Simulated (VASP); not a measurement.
# A VASP study of LiCaSc (rev-vdW-DF2): structure first, properties next, part 5 of 5

Aim: relax LiCaSc, then compute properties on the relaxed cell. The cell is invented: other elements were put on sites of a known structure type. It may not be a known or stable phase.

VASP 6.6.1; rev-vdW-DF2; plane waves and PAW (Li_sv, Ca_sv, Sc_sv); invented cell.

Still holding for the runs below: The k-mesh is coarse for a metal.

So far. Step 8 (Zone-centre phonons (rev-vdW-DF2)): The three acoustic modes lie within 0.6 cm⁻¹ of zero, but one optical mode is imaginary, so the cell is a saddle point and not a minimum. By the characters of their eigenvectors the optical modes sort into (cm⁻¹) Raman active: E' 167, E' 275; infrared active: A2'' 99i, A2'' 139, E' 167, E' 275. Step 9 (Volume scan with rev-vdW-DF2): The pressure here is 1.60 GPa.

### 10. Volume scan with rev-vdW-DF2 (run 2)

File INCAR:

```
SYSTEM = LiCaSc
PREC = Accurate
ENCUT = 650
EDIFF = 1E-06
NELM = 100
ISMEAR = 1
SIGMA = 0.2
LREAL = .FALSE.
ALGO = Normal
GGA = MK
AGGAC = 0
LUSE_VDW = .TRUE.
PARAM1 = 0.1234
PARAM2 = 0.711357
ZAB_VDW = -1.8867
LASPH = .TRUE.
NBANDS = 18
LORBIT = 11
LWAVE = .FALSE.
LCHARG = .FALSE.
ISIF = 2
```

File POSCAR:

```
LiCaSc
1.0
    5.3361531790      0.0000000000      0.0000000000
   -2.6680765894      4.6212442025      0.0000000000
    0.0000000000      0.0000000000      3.2845701050
Li Ca Sc
1 1 1
Direct
    0.0000000000      0.0000000000      0.5000000000
    0.6666666700      0.3333333300      0.0000000000
    0.3333333300      0.6666666700      0.5000000000
```

File KPOINTS:

```
Automatic mesh
0
Gamma
5 5 7
0 0 0
```

The projector-augmented-wave data sets are Li_sv, Ca_sv and Sc_sv (PBE family, release 64).

Launch:

```
$ mpirun -np 1 vasp_std
```

Output:

```text
[... set-up lines as in an earlier step ...]
 entering main loop
       N       E                     dE             d eps       ncg     rms          rms(c)
DAV:   1     0.316660795677E+03    0.31666E+03   -0.13075E+04   720   0.153E+03
DAV:   2     0.130960521804E+02   -0.30356E+03   -0.29984E+03   904   0.476E+02
DAV:   3    -0.295246383185E+01   -0.16049E+02   -0.15878E+02  1210   0.115E+02
DAV:   4    -0.549883876855E+01   -0.25464E+01   -0.25344E+01  1296   0.268E+01
DAV:   5    -0.574206640899E+01   -0.24323E+00   -0.24302E+00  1120   0.779E+00    0.602E+00
DAV:   6    -0.415938153551E+01    0.15827E+01   -0.17036E+01  1128   0.211E+01    0.331E+00
DAV:   7    -0.396713131143E+01    0.19225E+00   -0.20535E+00  1164   0.909E+00    0.145E+00
DAV:   8    -0.395395552163E+01    0.13176E-01   -0.49550E-01  1056   0.447E+00    0.858E-01
DAV:   9    -0.393498911417E+01    0.18966E-01   -0.15324E-01  1074   0.246E+00    0.152E-01
DAV:  10    -0.393516225138E+01   -0.17314E-03   -0.89994E-03  1320   0.567E-01    0.900E-02
DAV:  11    -0.393507894203E+01    0.83309E-04   -0.46913E-03  1136   0.332E-01    0.700E-02
DAV:  12    -0.393497802056E+01    0.10092E-03   -0.97937E-04  1112   0.183E-01    0.722E-03
DAV:  13    -0.393497776100E+01    0.25956E-06   -0.22843E-05  1092   0.289E-02    0.338E-03
DAV:  14    -0.393497754991E+01    0.21109E-06   -0.49903E-06   866   0.141E-02
   1 F= -.39349775E+01 E0= -.39344863E+01  d E =-.147381E-02
```

It took 74 s on 1 MPI rank of Intel Xeon 6975P-C (Granite Rapids), shared host; peak memory 0.61 GiB.

From OUTCAR (step 10):

```text
   ENCUT  =  650.0 eV  47.77 Ry    6.91 a.u.  11.09 11.09  6.83*2*pi/ulx,y,z

   NELECT =      24.0000    total number of electrons

 E-fermi :   2.3780

 k-point     1 :       0.0000    0.0000    0.0000
  band No.  band energies     occupation
    ...
      9     -19.7158      2.00000
     10      -2.0415      2.00000
     11       1.9068      2.00430
     12       2.0864      2.05896
     13       2.0864      2.05896
     14       3.3213     -0.00000
     15       3.3213     -0.00000
     16       3.9194     -0.00000
     17       4.4923     -0.00000
     18       4.4923     -0.00000

Total vdW correction in eV:      4.0140250

  Total        0.5044421      0.5044421      0.5313081      0.0000000      0.0000000     -0.0000000
  in kB        9.9782902      9.9782901     10.5097227      0.0000000      0.0000000     -0.0000000
  external PRESSURE =      10.1554344 kB  Pullay stress =       0.0000000 kB

 POSITION                                       TOTAL-FORCE (eV/Angst)
 -----------------------------------------------------------------------------------
      0.00000      0.00000      1.64229        -0.000000      0.000000      0.000000
      2.66808      1.54041      0.00000         0.000000     -0.000000      0.000000
     -0.00000      3.08083      1.64229        -0.000000      0.000000      0.000000
 -----------------------------------------------------------------------------------
    total drift:                                0.000007     -0.000004      0.000000

  FREE ENERGIE OF THE ION-ELECTRON SYSTEM (eV)
  ---------------------------------------------------
  free  energy   TOTEN  =        -3.9349775499 eV

  energy  without entropy=       -3.9335037421  energy(sigma->0) =       -3.93448628

Total vdW correction in eV:      4.0139608

[... 4 parts as in an earlier step ...]

[... 12 further parts left out ...]
```

Numbers from this step:

```yaml
free_energy_toten: -3.935 eV
energy_at_zero_smearing: -3.934 eV
fermi_energy: 2.378 eV
pressure: 1.016 GPa
```

The pressure falls from 1.60 to 1.02 GPa.

The run ends at a pressure of 1.02 GPa.

### 11. Volume scan with rev-vdW-DF2 (run 3)

INCAR is that of step 10.

File POSCAR:

```
LiCaSc
1.0
    5.3729553983      0.0000000000      0.0000000000
   -2.6864776991      4.6531158593      0.0000000000
    0.0000000000      0.0000000000      3.3072230285
Li Ca Sc
1 1 1
Direct
    0.0000000000      0.0000000000      0.5000000000
    0.6666666700      0.3333333300      0.0000000000
    0.3333333300      0.6666666700      0.5000000000
```

KPOINTS is that of step 10.

Launch:

```
$ mpirun -np 1 vasp_std
```

Output:

```text
[... set-up lines as in an earlier step ...]
 entering main loop
       N       E                     dE             d eps       ncg     rms          rms(c)
DAV:   1     0.322952395870E+03    0.32295E+03   -0.13116E+04   720   0.153E+03
DAV:   2     0.147878941196E+02   -0.30816E+03   -0.30481E+03   784   0.477E+02
DAV:   3    -0.249324622776E+01   -0.17281E+02   -0.17044E+02  1198   0.116E+02
DAV:   4    -0.552953704213E+01   -0.30363E+01   -0.30191E+01  1320   0.288E+01
[...]
DAV:  12    -0.394317764357E+01    0.11360E-03   -0.11972E-03  1112   0.203E-01    0.943E-03
DAV:  13    -0.394317622728E+01    0.14163E-05   -0.37739E-05  1116   0.364E-02    0.380E-03
DAV:  14    -0.394317590885E+01    0.31842E-06   -0.58450E-06   882   0.158E-02
   1 F= -.39431759E+01 E0= -.39423511E+01  d E =-.247446E-02
```

Run time: 74 s. Hardware: 1 MPI rank; peak memory 0.61 GiB.

Parts of OUTCAR (step 11):

```text
  Total        0.2456512      0.2456512      0.2535676      0.0000000      0.0000000     -0.0000000
  in kB        4.7600206      4.7600206      4.9134177      0.0000000      0.0000000     -0.0000000
  external PRESSURE =       4.8111530 kB  Pullay stress =       0.0000000 kB

 POSITION                                       TOTAL-FORCE (eV/Angst)
 -----------------------------------------------------------------------------------
      0.00000      0.00000      1.65361         0.000000     -0.000000      0.000000
      2.68648      1.55104      0.00000         0.000000      0.000000      0.000000
     -0.00000      3.10208      1.65361        -0.000000     -0.000000      0.000000
 -----------------------------------------------------------------------------------
    total drift:                                0.000007     -0.000004      0.000000

  FREE ENERGIE OF THE ION-ELECTRON SYSTEM (eV)
  ---------------------------------------------------
  free  energy   TOTEN  =        -3.9431759089 eV

  energy  without entropy=       -3.9407014450  energy(sigma->0) =       -3.94235109

[... 1 part as in an earlier step ...]

[... 2 further parts left out ...]
[key lines of the parts left out:]
E-fermi :   2.2919
```

The pressure falls from 1.02 to 0.48 GPa.

The run ends at a pressure of 0.48 GPa.

### 12. Volume scan with rev-vdW-DF2 (run 4)

INCAR is that of step 11.

File POSCAR:

```
LiCaSc
1.0
    5.4092602523      0.0000000000      0.0000000000
   -2.7046301261      4.6845567851      0.0000000000
    0.0000000000      0.0000000000      3.3295698079
Li Ca Sc
1 1 1
Direct
    0.0000000000      0.0000000000      0.5000000000
    0.6666666700      0.3333333300      0.0000000000
    0.3333333300      0.6666666700      0.5000000000
```

KPOINTS is that of step 11.

Launch:

```
$ mpirun -np 1 vasp_std
```

Output:

```text
[... set-up lines as in an earlier step ...]
 entering main loop
       N       E                     dE             d eps       ncg     rms          rms(c)
[... 14 cycles as in an earlier step ...]
   1 F= -.39459927E+01 E0= -.39448421E+01  d E =-.345178E-02
```

Wall time 74 s (1 MPI rank); peak memory 0.61 GiB.

Parts of OUTCAR (step 12):

```text
[... 6 parts as in an earlier step ...]

[... 1 further part left out ...]
[key lines of the parts left out:]
E-fermi :   2.2084
```

The pressure falls from 0.48 to -0.01 GPa.

The run ends at a pressure of -0.01 GPa.

### 13. Volume scan with rev-vdW-DF2 (run 5)

INCAR is that of step 12.

File POSCAR:

```
LiCaSc
1.0
    5.4450842119      0.0000000000      0.0000000000
   -2.7225421059      4.7155812441      0.0000000000
    0.0000000000      0.0000000000      3.3516205817
Li Ca Sc
1 1 1
Direct
    0.0000000000      0.0000000000      0.5000000000
    0.6666666700      0.3333333300      0.0000000000
    0.3333333300      0.6666666700      0.5000000000
```

KPOINTS is that of step 12.

Launch:

```
$ mpirun -np 1 vasp_std
```

Output:

```text
[... set-up lines as in an earlier step ...]
 entering main loop
       N       E                     dE             d eps       ncg     rms          rms(c)
DAV:   1     0.314550816509E+03    0.31455E+03   -0.13178E+04   720   0.152E+03
DAV:   2     0.146935755174E+02   -0.29986E+03   -0.29654E+03   784   0.468E+02
DAV:   3    -0.286047097861E+01   -0.17554E+02   -0.17326E+02  1290   0.114E+02
DAV:   4    -0.554836092349E+01   -0.26879E+01   -0.26789E+01  1312   0.277E+01
[...]
DAV:  12    -0.394384613955E+01    0.21098E-03   -0.19892E-03  1112   0.253E-01    0.111E-02
DAV:  13    -0.394384440591E+01    0.17336E-05   -0.37231E-05  1066   0.373E-02    0.251E-03
DAV:  14    -0.394384429405E+01    0.11186E-06   -0.21223E-06   760   0.114E-02
   1 F= -.39438443E+01 E0= -.39423906E+01  d E =-.436117E-02
```

Wall time 74 s (1 MPI rank); peak memory 0.61 GiB.

Parts of OUTCAR (step 13):

```text
  Total       -0.2386180     -0.2386180     -0.2692259     -0.0000000      0.0000000      0.0000000
  in kB       -4.4424138     -4.4424138     -5.0122493     -0.0000000      0.0000000      0.0000000
  external PRESSURE =      -4.6323590 kB  Pullay stress =       0.0000000 kB

 POSITION                                       TOTAL-FORCE (eV/Angst)
 -----------------------------------------------------------------------------------
      0.00000      0.00000      1.67581        -0.000000      0.000000      0.000000
      2.72254      1.57186      0.00000         0.000000     -0.000000      0.000000
     -0.00000      3.14372      1.67581        -0.000000      0.000000      0.000000
 -----------------------------------------------------------------------------------
    total drift:                                0.000008     -0.000004      0.000000

  FREE ENERGIE OF THE ION-ELECTRON SYSTEM (eV)
  ---------------------------------------------------
  free  energy   TOTEN  =        -3.9438442941 eV

  energy  without entropy=       -3.9394831237  energy(sigma->0) =       -3.94239057

[... 1 part as in an earlier step ...]

[... 2 further parts left out ...]
[key lines of the parts left out:]
E-fermi :   2.1272
```

The pressure falls from -0.01 to -0.46 GPa.

The run ends at a pressure of -0.46 GPa.

### 14. Volume scan with rev-vdW-DF2 (run 6)

INCAR is that of step 13.

File POSCAR:

```
LiCaSc
1.0
    5.4804428923      0.0000000000      0.0000000000
   -2.7402214461      4.7462027596      0.0000000000
    0.0000000000      0.0000000000      3.3733849615
Li Ca Sc
1 1 1
Direct
    0.0000000000      0.0000000000      0.5000000000
    0.6666666700      0.3333333300      0.0000000000
    0.3333333300      0.6666666700      0.5000000000
```

KPOINTS is that of step 13.

Launch:

```
$ mpirun -np 1 vasp_std
```

Output:

```text
[... set-up lines as in an earlier step ...]
 entering main loop
       N       E                     dE             d eps       ncg     rms          rms(c)
DAV:   1     0.322356937771E+03    0.32236E+03   -0.12912E+04   720   0.150E+03
DAV:   2     0.132378214818E+02   -0.30912E+03   -0.30534E+03   888   0.463E+02
DAV:   3    -0.291340818890E+01   -0.16151E+02   -0.15988E+02  1206   0.116E+02
DAV:   4    -0.556466276638E+01   -0.26513E+01   -0.26423E+01  1336   0.264E+01
[...]
DAV:  12    -0.393714029279E+01    0.23606E-03   -0.19669E-03  1110   0.250E-01    0.803E-03
DAV:  13    -0.393714105389E+01   -0.76110E-06   -0.16749E-05   842   0.283E-02    0.399E-03
DAV:  14    -0.393714076339E+01    0.29050E-06   -0.29754E-06   950   0.122E-02
   1 F= -.39371408E+01 E0= -.39354155E+01  d E =-.517579E-02
```

Wall time 73 s (1 MPI rank); peak memory 0.61 GiB.

Parts of OUTCAR (step 14):

```text
  Total       -0.4639397     -0.4639397     -0.5168718     -0.0000000     -0.0000000     -0.0000000
  in kB       -8.4711864     -8.4711864     -9.4376864     -0.0000000     -0.0000000     -0.0000000
  external PRESSURE =      -8.7933531 kB  Pullay stress =       0.0000000 kB

 POSITION                                       TOTAL-FORCE (eV/Angst)
 -----------------------------------------------------------------------------------
      0.00000      0.00000      1.68669        -0.000000     -0.000000      0.000000
      2.74022      1.58207      0.00000         0.000000      0.000000      0.000000
     -0.00000      3.16414      1.68669        -0.000000      0.000000      0.000000
 -----------------------------------------------------------------------------------
    total drift:                                0.000008     -0.000004      0.000000

  FREE ENERGIE OF THE ION-ELECTRON SYSTEM (eV)
  ---------------------------------------------------
  free  energy   TOTEN  =        -3.9371407634 eV

  energy  without entropy=       -3.9319649768  energy(sigma->0) =       -3.93541550

[... 1 part as in an earlier step ...]

[... 2 further parts left out ...]
[key lines of the parts left out:]
E-fermi :   2.0485
```

The pressure falls from -0.46 to -0.88 GPa.

The run ends at a pressure of -0.88 GPa.

### 15. Volume scan with rev-vdW-DF2 (run 7)

A prediction first. A least-squares parabola for the 6 pressures of evenly scaled cells so far, P = -0.01 -23.6 t +38 t² GPa with t = ln(V/V₁) and V₁ the volume at scale 1, gives -1.26 GPa at t = +0.0583.

INCAR is that of step 14.

File POSCAR:

```
LiCaSc
1.0
    5.5153511131      0.0000000000      0.0000000000
   -2.7576755565      4.7764341655      0.0000000000
    0.0000000000      0.0000000000      3.3948720693
Li Ca Sc
1 1 1
Direct
    0.0000000000      0.0000000000      0.5000000000
    0.6666666700      0.3333333300      0.0000000000
    0.3333333300      0.6666666700      0.5000000000
```

KPOINTS is that of step 14.

Launch:

```
$ mpirun -np 1 vasp_std
```

Output:

```text
[... set-up lines as in an earlier step ...]
 entering main loop
       N       E                     dE             d eps       ncg     rms          rms(c)
DAV:   1     0.324700073979E+03    0.32470E+03   -0.12947E+04   720   0.150E+03
DAV:   2     0.150382389623E+02   -0.30966E+03   -0.30650E+03   816   0.474E+02
DAV:   3    -0.274120258609E+01   -0.17779E+02   -0.17578E+02  1254   0.118E+02
DAV:   4    -0.553451923873E+01   -0.27933E+01   -0.27861E+01  1336   0.282E+01
[...]
DAV:  12    -0.392627802775E+01    0.31256E-03   -0.24090E-03  1112   0.272E-01    0.719E-03
DAV:  13    -0.392628013147E+01   -0.21037E-05   -0.19860E-05   850   0.306E-02    0.358E-03
DAV:  14    -0.392627999416E+01    0.13732E-06   -0.25911E-06   938   0.987E-03
   1 F= -.39262800E+01 E0= -.39243209E+01  d E =-.587741E-02
```

It took 74 s on 1 MPI rank; peak memory 0.62 GiB.

From OUTCAR (step 15):

```text
  Total       -0.6730107     -0.6730107     -0.7504263     -0.0000000     -0.0000000      0.0000000
  in kB      -12.0568042    -12.0568041    -13.4436830     -0.0000000     -0.0000000      0.0000000
  external PRESSURE =     -12.5190971 kB  Pullay stress =       0.0000000 kB

 POSITION                                       TOTAL-FORCE (eV/Angst)
 -----------------------------------------------------------------------------------
      0.00000      0.00000      1.69744         0.000000     -0.000000      0.000000
      2.75768      1.59214      0.00000        -0.000000      0.000000      0.000000
     -0.00000      3.18429      1.69744         0.000000      0.000000      0.000000
 -----------------------------------------------------------------------------------
    total drift:                                0.000008     -0.000004      0.000000

  FREE ENERGIE OF THE ION-ELECTRON SYSTEM (eV)
  ---------------------------------------------------
  free  energy   TOTEN  =        -3.9262799942 eV

  energy  without entropy=       -3.9204025829  energy(sigma->0) =       -3.92432086

[... 1 part as in an earlier step ...]

[... 2 further parts left out ...]
[key lines of the parts left out:]
E-fermi :   1.9720
```

The pressure falls from -0.88 to -1.25 GPa. The parabola predicted -1.26 GPa, -0.01 GPa off.

### 16. Comparing the runs

Times are for 1 MPI rank of Intel Xeon 6975P-C (Granite Rapids), shared host. The runs compared:

| no. | volume scale | energy above the lowest point (meV/atom) | pressure (GPa) | time | memory (GiB) |
| --- | --- | --- | --- | --- | --- |
| 1 | 0.94 | 8.04 | 1.596 | 1.7 min | 0.6 |
| 2 | 0.96 | 3.45 | 1.016 | 74 s | 0.61 |
| 3 | 0.98 | 0.83 | 0.4811 | 74 s | 0.61 |
| 4 | 1 | 0 | -0.01256 | 74 s | 0.61 |
| 5 | 1.02 | 0.82 | -0.4632 | 74 s | 0.61 |
| 6 | 1.04 | 3.14 | -0.8793 | 73 s | 0.61 |
| 7 | 1.06 | 6.84 | -1.252 | 74 s | 0.62 |

### 17. Fit for rev-vdW-DF2

This step: Birch-Murnaghan fit, rev-vdW-DF2; plane waves and PAW; invented cell (VASP 6.6.1).

Derived from the runs above.

This step gave:

* pressure derivative of the bulk modulus: 3.434
* r.m.s. error of the fit: 1.20e-6 eV/atom
* minimum inside the sampled range: yes
* bulk modulus: 23.42 GPa
* equilibrium volume of the fit: 28.12 Å³/atom

Table of energy above the fitted minimum by volume:

| volume (Å³/atom) | energy above the fitted minimum (eV/atom) |
| --- | --- |
| 26.44 | 0.00804 |
| 27.00 | 0.00345 |
| 27.56 | 8.3e-4 |
| 28.12 | -9.5e-7 |
| 28.69 | 8.2e-4 |
| 29.25 | 0.00314 |
| 29.81 | 0.00684 |

The fit over cells of fixed shape and fractional positions puts the volume -0.02 % from the relaxed one.

### 18. Outcome

| Quantity | Value |
| --- | --- |
| relaxed volume | 28.12 Å³/atom |
| relaxed conventional cell a, b, c | 5.409, 5.409, 3.330 Å; angles 90.0, 90.0, 120.0° |
| space group after relaxing, within 0.02 Å | P-6m2 (No. 187) |
| band gap | none, a metal |
| DOS at the Fermi level | 5.27 states/eV/cell |
| highest zone-centre mode | 275 cm⁻¹ |
| imaginary zone-centre modes | 1, down to 99i cm⁻¹ |
| bulk modulus from the fit | 23.4 GPa |
| volume from the fit | 28.1 Å³/atom |

What this shows: With rev-vdW-DF2, LiCaSc relaxes to 28.12 Å³/atom in space group P-6m2 (held by the symmetry of the run), comes out as a metal and has a bulk modulus of 23.4 GPa. Band structure (rev-vdW-DF2): Of the bands kept, 4 cross the Fermi level on this path. Zone-centre phonons (rev-vdW-DF2): The highest mode in this list at Γ, 274.9 cm⁻¹, is mostly motion of Li (92 % of the kinetic energy). 1 mode is imaginary, down to 99.2i cm⁻¹: the energy falls along it. The k-sampling is coarse for a metal, so the Fermi level, pressures and the shape of the cell carry errors. Imaginary modes at Γ mean that the cell would distort to a lower symmetry. No search among competing phases was made. All values are for a static lattice at zero temperature.

[Lines on the potential files, build, host, timing and source positions are cut from VASP's logs without a mark.]

[Logs are printed without paths, hosts, clocks, repeated set-up lines and the standing remarks that a program may print on its own settings, such as how far it seeks lower states.]

[Hosts, paths, dates, database ids (printed as entryN), source tags and the programs' standing remarks are cut or masked in the printed files.]

[A measured line is paired with the nearest computed mode of its activity, which favours agreement.]

[In band tables of VASP the shares of atoms and orbitals are scaled to a sum of 1 inside the atoms' spheres.]
